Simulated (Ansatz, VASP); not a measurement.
# CO2: VASP beside Ansatz, part 2 of 3

Aim: how closely do two programs agree when they are given the same cell, functional and k mesh? The cell is taken from a series of runs on this material, whose earlier steps may have relaxed, scaled, displaced or heated it; both programs get it as it stands.

VASP 6.6.1 and Ansatz 0.2.0.

So far: The structure; VASP: zone-centre phonons, LDA.

### Step 2. VASP: zone-centre phonons, LDA (continued)

Level of this step: LDA; plane waves and PAW (C, O) (VASP).

OUTCAR, selected parts (step 2):

```text
ion  position               nearest neighbor table
   1  0.000  0.000  0.000-   3 1.16   4 1.16
   2  0.500  0.500  0.500-   5 1.16   6 1.16
   3  0.796  0.204  0.890-   1 1.16
   4  0.204  0.796  0.110-   1 1.16
   5  0.704  0.296  0.390-   2 1.16
   6  0.296  0.704  0.610-   2 1.16

  LATTYP: Found a base centered orthorhombic cell.
 ALAT       =     4.6283136020
 B/A-ratio  =     1.1044390656
 C/A-ratio  =     1.3400217091

 Subroutine GETGRP returns: Found  8 space group operations
 (whereof  4 operations were pure point group operations)

The static configuration has the point symmetry C_2h.
 The point group associated with its full space group is D_2h.

 Found     63 irreducible k-points:

   k-points           NKPTS =     63   k-points in BZ     NKDIM =     63   number of bands    NBANDS=     22

   dimension x,y,z NGX =    28 NGY =   28 NGZ =   50
   dimension x,y,z NGXF=    56 NGYF=   56 NGZF=  100

   ENCUT  =  600.0 eV  44.10 Ry    6.64 a.u.   6.89  6.89 12.39*2*pi/ulx,y,z

   NELECT =      32.0000    total number of electrons

 k-points in reciprocal lattice and weights: Automatic mesh
   0.00000000  0.00000000  0.00000000       0.004
   0.12500000  0.00000000  0.00000000       0.016
   0.25000000  0.00000000  0.00000000       0.016
   0.37500000  0.00000000  0.00000000       0.016
   0.50000000  0.00000000  0.00000000       0.008
   0.12500000  0.12500000  0.00000000       0.008
   0.25000000  0.12500000  0.00000000       0.016
   0.37500000  0.12500000  0.00000000       0.016
   0.50000000  0.12500000  0.00000000       0.016
[...]
-0.37500000  0.37500000  0.50000000       0.008
   0.50000000  0.50000000  0.50000000       0.004

 average (electrostatic) potential at core
       1 -61.8908       2 -61.8908       3 -77.5738       4 -77.5738       5 -77.5738
       6 -77.5738

[...]
2     0.00000    -1.13007    -0.47776
    3     0.00000    -0.61890    -0.79585

 Eigenvectors and eigenvalues of the dynamical matrix
 ----------------------------------------------------

   1 f  =   73.363111 THz   460.954022 2PiTHz 2447.129978 cm-1   303.405312 meV
             X         Y         Z           dx          dy          dz
      0.000000  0.000000  0.000000    -0.000000    0.483226   -0.360911
      2.555845  0.000000  3.101020     0.000000    0.483226    0.360911
      2.555845 -1.370348  5.522815     0.000000   -0.209361    0.155839
      2.555845  1.370348  0.679226    -0.000000   -0.209361    0.155839
      2.555845 -0.943808  2.421794    -0.000000   -0.209361   -0.155839
      2.555845  0.943808  3.780247    -0.000000   -0.209361   -0.155839

   2 f  =   72.342794 THz   454.543178 2PiTHz 2413.095852 cm-1   299.185620 meV
             X         Y         Z           dx          dy          dz
      0.000000  0.000000  0.000000    -0.000000    0.490364   -0.352380
      2.555845  0.000000  3.101020     0.000000   -0.490364   -0.352380
      2.555845 -1.370348  5.522815     0.000000   -0.210673    0.152651
      2.555845  1.370348  0.679226     0.000000   -0.210673    0.152651
      2.555845 -0.943808  2.421794    -0.000000    0.210673    0.152651
      2.555845  0.943808  3.780247     0.000000    0.210673    0.152651

   3 f  =   42.024357 THz   264.046821 2PiTHz 1401.781655 cm-1   173.798697 meV
             X         Y         Z           dx          dy          dz
      0.000000  0.000000  0.000000     0.000000   -0.000000   -0.000000
      2.555845  0.000000  3.101020     0.000000   -0.000000    0.000000
      2.555845 -1.370348  5.522815    -0.000000    0.406498   -0.291135
      2.555845  1.370348  0.679226     0.000000   -0.406498    0.291135
      2.555845 -0.943808  2.421794    -0.000000    0.406498    0.291135
      2.555845  0.943808  3.780247     0.000000   -0.406498   -0.291135

   4 f  =   41.168190 THz   258.667366 2PiTHz 1373.223002 cm-1   170.257876 meV
             X         Y         Z           dx          dy          dz
      0.000000  0.000000  0.000000     0.000000   -0.000000    0.000000
      2.555845  0.000000  3.101020    -0.000000    0.000000   -0.000000
      2.555845 -1.370348  5.522815    -0.000000   -0.405285    0.292821
      2.555845  1.370348  0.679226    -0.000000    0.405285   -0.292821
      2.555845 -0.943808  2.421794     0.000000    0.405285    0.292821
      2.555845  0.943808  3.780247     0.000000   -0.405285   -0.292821

   5 f  =   18.079328 THz   113.595771 2PiTHz  603.061484 cm-1    74.770061 meV
             X         Y         Z           dx          dy          dz
      0.000000  0.000000  0.000000    -0.604953   -0.000000   -0.000000
      2.555845  0.000000  3.101020     0.604953   -0.000000    0.000000
      2.555845 -1.370348  5.522815     0.258875    0.000000    0.000000
      2.555845  1.370348  0.679226     0.258875    0.000000    0.000000
      2.555845 -0.943808  2.421794    -0.258875    0.000000   -0.000000
      2.555845  0.943808  3.780247    -0.258875    0.000000   -0.000000

   6 f  =   17.983264 THz   112.992179 2PiTHz  599.857115 cm-1    74.372770 meV
             X         Y         Z           dx          dy          dz
      0.000000  0.000000  0.000000    -0.000000    0.351190    0.489473
      2.555845  0.000000  3.101020     0.000000   -0.351190    0.489473
      2.555845 -1.370348  5.522815     0.000000   -0.154033   -0.211695
      2.555845  1.370348  0.679226     0.000000   -0.154033   -0.211695
      2.555845 -0.943808  2.421794    -0.000000    0.154033   -0.211695
      2.555845  0.943808  3.780247     0.000000    0.154033   -0.211695

   7 f  =   17.931031 THz   112.663990 2PiTHz  598.114809 cm-1    74.156752 meV
             X         Y         Z           dx          dy          dz
      0.000000  0.000000  0.000000    -0.000000    0.360269    0.479340
      2.555845  0.000000  3.101020    -0.000000    0.360269   -0.479340
      2.555845 -1.370348  5.522815     0.000000   -0.156542   -0.213810
      2.555845  1.370348  0.679226     0.000000   -0.156542   -0.213810
      2.555845 -0.943808  2.421794     0.000000   -0.156542    0.213810
      2.555845  0.943808  3.780247     0.000000   -0.156542    0.213810

   8 f  =   17.838394 THz   112.081933 2PiTHz  595.024763 cm-1    73.773635 meV
             X         Y         Z           dx          dy          dz
      0.000000  0.000000  0.000000    -0.602939   -0.000000   -0.000000
      2.555845  0.000000  3.101020    -0.602939   -0.000000    0.000000
      2.555845 -1.370348  5.522815     0.261213    0.000000    0.000000
      2.555845  1.370348  0.679226     0.261213    0.000000    0.000000
      2.555845 -0.943808  2.421794     0.261213    0.000000   -0.000000
      2.555845  0.943808  3.780247     0.261213    0.000000   -0.000000

   9 f  =    4.636935 THz    29.134724 2PiTHz  154.671515 cm-1    19.176815 meV
             X         Y         Z           dx          dy          dz
      0.000000  0.000000  0.000000     0.000000    0.000000    0.000000
      2.555845  0.000000  3.101020    -0.000000    0.000000   -0.000000
      2.555845 -1.370348  5.522815     0.500000    0.000000    0.000000
      2.555845  1.370348  0.679226    -0.500000    0.000000   -0.000000
      2.555845 -0.943808  2.421794     0.500000    0.000000   -0.000000
      2.555845  0.943808  3.780247    -0.500000   -0.000000   -0.000000

  10 f  =    4.202891 THz    26.407540 2PiTHz  140.193337 cm-1    17.381751 meV
             X         Y         Z           dx          dy          dz
      0.000000  0.000000  0.000000    -0.000000    0.000000   -0.000000
      2.555845  0.000000  3.101020     0.000000   -0.000000    0.000000
      2.555845 -1.370348  5.522815     0.000000   -0.291135   -0.406498
      2.555845  1.370348  0.679226    -0.000000    0.291135    0.406498
      2.555845 -0.943808  2.421794    -0.000000   -0.291135    0.406498
      2.555845  0.943808  3.780247     0.000000    0.291135   -0.406498

  11 f  =    4.003970 THz    25.157686 2PiTHz  133.558064 cm-1    16.559082 meV
             X         Y         Z           dx          dy          dz
      0.000000  0.000000  0.000000    -0.000000   -0.000000   -0.000000
      2.555845  0.000000  3.101020     0.000000    0.000000    0.000000
      2.555845 -1.370348  5.522815     0.500000    0.000000   -0.000000
      2.555845  1.370348  0.679226    -0.500000   -0.000000   -0.000000
      2.555845 -0.943808  2.421794    -0.500000    0.000000    0.000000
      2.555845  0.943808  3.780247     0.500000    0.000000    0.000000

  12 f  =    3.936914 THz    24.736358 2PiTHz  131.321302 cm-1    16.281759 meV
             X         Y         Z           dx          dy          dz
      0.000000  0.000000  0.000000     0.000000    0.003318    0.374132
      2.555845  0.000000  3.101020    -0.000000    0.003318   -0.374132
      2.555845 -1.370348  5.522815     0.000000   -0.002846    0.424263
      2.555845  1.370348  0.679226    -0.000000   -0.002846    0.424263
      2.555845 -0.943808  2.421794    -0.000000   -0.002846   -0.424263
      2.555845  0.943808  3.780247     0.000000   -0.002846   -0.424263

  13 f  =    3.671179 THz    23.066695 2PiTHz  122.457336 cm-1    15.182768 meV
             X         Y         Z           dx          dy          dz
      0.000000  0.000000  0.000000    -0.000000    0.369033   -0.002446
      2.555845  0.000000  3.101020     0.000000   -0.369033   -0.002446
      2.555845 -1.370348  5.522815     0.000000    0.426445   -0.007014
      2.555845  1.370348  0.679226    -0.000000    0.426445   -0.007014
      2.555845 -0.943808  2.421794    -0.000000   -0.426445   -0.007014
      2.555845  0.943808  3.780247     0.000000   -0.426445   -0.007014
    [... 43 further lines ...]
      2.555845 -0.943808  2.421794    -0.000000   -0.005963    0.426419
      2.555845  0.943808  3.780247    -0.000000   -0.005963    0.426419

 MACROSCOPIC STATIC DIELECTRIC TENSOR IONIC CONTRIBUTION
 ------------------------------------------------------
           0.241622    -0.000000    -0.000000
          -0.000000     0.415082    -0.000000
          -0.000000     0.000000     0.332161
 ------------------------------------------------------

 ELASTIC MODULI CONTR FROM IONIC RELAXATION (kBar)
 Direction    XX          YY          ZZ          XY          YZ          ZX
 --------------------------------------------------------------------------------
 XX         -59.0691     78.2234     77.0258     -0.0000     -0.0000      0.0000
 YY          78.2234  -5500.0360  -2803.9051      0.0000      0.0000     -0.0000
 ZZ          77.0258  -2803.9051  -1453.2342      0.0000      0.0000     -0.0000
 XY          -0.0000      0.0000      0.0000    -30.2905     -0.0000     -0.0000
 YZ          -0.0000      0.0000      0.0000     -0.0000  -2739.6247      0.0000
 ZX           0.0000     -0.0000     -0.0000     -0.0000      0.0000    -14.3886
 --------------------------------------------------------------------------------

 PIEZOELECTRIC TENSOR IONIC CONTR  for field in x, y, z        (C/m^2)
          XX          YY          ZZ          XY          YZ          ZX
  --------------------------------------------------------------------------------
  x    -0.00000    -0.00000    -0.00000     0.00000     0.00000    -0.00000
  y    -0.00000    -0.00000    -0.00000    -0.00000    -0.00000    -0.00000
  z     0.00000     0.00000    -0.00000     0.00000    -0.00000    -0.00000
```

(Part 2 of 3 ends here.)

[Lines on the potential files, build, host, timing and source positions are cut from VASP's logs without a mark.]

[Logs are printed without paths, hosts, clocks, repeated set-up lines and the standing remarks that a program may print on its own settings, such as how far it seeks lower states.]

[Hosts, paths, dates, database ids (printed as entryN), source tags and the programs' standing remarks are cut or masked in the printed files.]
